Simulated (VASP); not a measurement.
A convergence study with VASP on BaTe (rock salt): one setting is varied, all else stays as given below, so the limit is that of these other settings. Each run relaxes cell and ions; the cell shown is the tightest run's result. The basis is that of the starting cell, so low cut-offs carry a Pulay error.

```
BaTe
1.0
    0.00000     3.54511     3.54511
    3.54511     0.00000     3.54511
    3.54511     3.54511     0.00000
Ba Te
1 1
Direct
  0.00000   0.00000   0.00000
  0.50000   0.50000   0.50000
```

Level of theory: PBE GGA, VASP's PBE PAW potentials (set 64) (plane waves; VASP 6.6.1). The tightest run used: 700 eV cut-off, 5×5×5 Γ-centred mesh, Gaussian smearing of 0.050 eV, potentials Ba_sv Te.

The reference is ENCUT = 700, which took about 70 core-seconds. Times come from single runs on busy shared machines, so they are rough: good to a factor of about 2.

Of the settings ENCUT = 150; ENCUT = 200; ENCUT = 250; ENCUT = 300; ENCUT = 350; ENCUT = 400; ENCUT = 450; ENCUT = 500; ENCUT = 550; ENCUT = 600; ENCUT = 650; ENCUT = 700, which is the lowest that keeps the difference from the reference in relaxed volume (Å³/atom) within 0.05 from there on, and what does it cost?

ENCUT = 300; its cost over the reference is about 1/3.
```
setting      difference in relaxed volume (Å³/atom)  cost over the reference
-----------  --------------------------------------  -----------------------
ENCUT = 150                                   1.097                about 1/4
ENCUT = 200                                   0.141                about 1/5
ENCUT = 250                                   0.093                about 1/4
ENCUT = 300                                   0.014                about 1/3
ENCUT = 350                                   0.014                about 1/3
ENCUT = 400                                   0.021                about 1/3
ENCUT = 450                                   0.011                about 1/3
ENCUT = 500                                   0.005     within a factor of 2
ENCUT = 550                                   0.006     within a factor of 2
ENCUT = 600                                   0.007     within a factor of 2
ENCUT = 650                                   0.003     within a factor of 2
ENCUT = 700                                   0.000                reference
```

Left out are rungs that failed or repeat a setting and relaxations that didn't move; long series are thinned to 24 rows.

The compound is BaTe in the rock salt structure.
